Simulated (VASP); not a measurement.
OSZICAR of a VASP run on KBr:

**OSZICAR**
```
       N       E                     dE             d eps       ncg     rms          rms(c)
DAV:   1     0.495859645412E+03    0.49586E+03   -0.22608E+04   520   0.107E+03
DAV:   2     0.354756975585E+02   -0.46038E+03   -0.45159E+03   616   0.289E+02
DAV:   3    -0.244041312485E+02   -0.59880E+02   -0.59733E+02   618   0.888E+01
DAV:   4    -0.263851350669E+02   -0.19810E+01   -0.19777E+01   576   0.200E+01
DAV:   5    -0.265536323395E+02   -0.16850E+00   -0.16846E+00   816   0.389E+00    0.626E+00
DAV:   6    -0.256889778480E+02    0.86465E+00   -0.15856E+00   528   0.396E+00    0.455E+00
DAV:   7    -0.255197990772E+02    0.16918E+00   -0.10486E+00   536   0.365E+00    0.207E+00
DAV:   8    -0.255205439520E+02   -0.74487E-03   -0.15855E-01   608   0.190E+00    0.462E-01
DAV:   9    -0.255207150553E+02   -0.17110E-03   -0.11076E-02   672   0.427E-01    0.245E-01
DAV:  10    -0.255191119812E+02    0.16031E-02   -0.59680E-03   528   0.328E-01    0.115E-01
DAV:  11    -0.255183815413E+02    0.73044E-03   -0.42042E-03   528   0.247E-01    0.927E-02
DAV:  12    -0.255203938390E+02   -0.20123E-02   -0.30187E-03   504   0.219E-01    0.670E-02
DAV:  13    -0.255210853063E+02   -0.69147E-03   -0.68029E-04   604   0.104E-01    0.536E-02
DAV:  14    -0.255216837547E+02   -0.59845E-03   -0.16474E-04   588   0.550E-02    0.209E-02
DAV:  15    -0.255224164476E+02   -0.73269E-03   -0.19698E-04   498   0.499E-02    0.185E-02
DAV:  16    -0.255227357717E+02   -0.31932E-03   -0.29687E-05   420   0.223E-02    0.122E-02
DAV:  17    -0.255229931561E+02   -0.25738E-03   -0.38088E-05   390   0.223E-02    0.555E-03
DAV:  18    -0.255231110871E+02   -0.11793E-03   -0.90712E-06   378   0.130E-02    0.359E-03
DAV:  19    -0.255232035963E+02   -0.92509E-04   -0.87076E-06   374   0.946E-03    0.282E-03
DAV:  20    -0.255232659461E+02   -0.62350E-04   -0.47897E-06   336   0.595E-03    0.126E-03
DAV:  21    -0.255232863695E+02   -0.20423E-04   -0.14000E-06   330   0.323E-03    0.128E-03
DAV:  22    -0.255233154538E+02   -0.29084E-04   -0.19068E-06   314   0.323E-03    0.811E-04
DAV:  23    -0.255233240967E+02   -0.86429E-05   -0.73116E-07   318   0.225E-03
   1 F= -.25523324E+02 E0= -.25523324E+02  d E =-.255233E+02
       N       E                     dE             d eps       ncg     rms          rms(c)
DAV:   1    -0.255238579777E+02   -0.54252E-03   -0.82555E-02   498   0.114E+00    0.672E-02
DAV:   2    -0.255240585433E+02   -0.20057E-03   -0.23153E-03   504   0.236E-01    0.299E-02
DAV:   3    -0.255240575649E+02    0.97843E-06   -0.98343E-05   492   0.316E-02    0.207E-02
DAV:   4    -0.255240535031E+02    0.40618E-05   -0.67135E-06   312   0.168E-02
   2 F= -.25524054E+02 E0= -.25524054E+02  d E =-.729406E-03
       N       E                     dE             d eps       ncg     rms          rms(c)
DAV:   1    -0.255239141838E+02    0.14338E-03   -0.74025E-01   480   0.342E+00    0.199E-01
DAV:   2    -0.255257093457E+02   -0.17952E-02   -0.20717E-02   528   0.706E-01    0.910E-02
DAV:   3    -0.255257237491E+02   -0.14403E-04   -0.92007E-04   698   0.959E-02    0.650E-02
DAV:   4    -0.255256886520E+02    0.35097E-04   -0.52122E-05   502   0.451E-02    0.387E-02
DAV:   5    -0.255256741500E+02    0.14502E-04   -0.58867E-05   480   0.520E-02    0.126E-02
DAV:   6    -0.255256873437E+02   -0.13194E-04   -0.38951E-05   430   0.311E-02    0.709E-03
DAV:   7    -0.255256902510E+02   -0.29073E-05   -0.42588E-06   336   0.962E-03
   3 F= -.25525690E+02 E0= -.25525690E+02  d E =-.236615E-02
       N       E                     dE             d eps       ncg     rms          rms(c)
DAV:   1    -0.255193049745E+02    0.63824E-02   -0.29732E+00   456   0.686E+00    0.405E-01
DAV:   2    -0.255266300102E+02   -0.73250E-02   -0.83865E-02   528   0.142E+00    0.181E-01
DAV:   3    -0.255267172989E+02   -0.87289E-04   -0.36644E-03   696   0.192E-01    0.130E-01
DAV:   4    -0.255265874084E+02    0.12989E-03   -0.21647E-04   544   0.909E-02    0.773E-02
DAV:   5    -0.255265359474E+02    0.51461E-04   -0.22597E-04   528   0.102E-01    0.252E-02
DAV:   6    -0.255265806101E+02   -0.44663E-04   -0.13733E-04   570   0.592E-02    0.128E-02
DAV:   7    -0.255265919286E+02   -0.11319E-04   -0.13334E-05   360   0.170E-02    0.107E-02
DAV:   8    -0.255266019179E+02   -0.99893E-05   -0.28345E-06   318   0.107E-02
   4 F= -.25526602E+02 E0= -.25526602E+02  d E =-.327782E-02
       N       E                     dE             d eps       ncg     rms          rms(c)
DAV:   1    -0.255265626670E+02    0.29262E-04   -0.69285E-02   504   0.105E+00    0.633E-02
DAV:   2    -0.255267427701E+02   -0.18010E-03   -0.19800E-03   522   0.218E-01    0.278E-02
DAV:   3    -0.255267494625E+02   -0.66924E-05   -0.86880E-05   492   0.297E-02    0.190E-02
DAV:   4    -0.255267537408E+02   -0.42784E-05   -0.61164E-06   330   0.157E-02
   5 F= -.25526754E+02 E0= -.25526754E+02  d E =-.342964E-02
       N       E                     dE             d eps       ncg     rms          rms(c)
DAV:   1    -0.255265314238E+02    0.21804E-03   -0.90531E-02   474   0.120E+00    0.693E-02
DAV:   2    -0.255267490566E+02   -0.21763E-03   -0.25254E-03   528   0.247E-01    0.319E-02
DAV:   3    -0.255267494276E+02   -0.37100E-06   -0.11209E-04   534   0.345E-02    0.220E-02
DAV:   4    -0.255267462910E+02    0.31366E-05   -0.63305E-06   318   0.180E-02
   6 F= -.25526746E+02 E0= -.25526746E+02  d E =-.342219E-02
```

Q: Which electronic solver shows in the log?

A: It is blocked Davidson (ALGO = Normal, or the opening steps of other solvers). The INCAR had ALGO = Normal.

Q: Can the final energy be trusted as converged?

A: The run converged. It stopped with EDIFF = 1E-5, NELM = 100, NSW = 50 and EDIFFG = -0.03 after 6 ionic steps (PBEsol GGA, plane waves, VASP's PBE PAW potentials (set 64)).

The cell is a thin slab with vacuum, built from KBr (rock salt): (100) face.
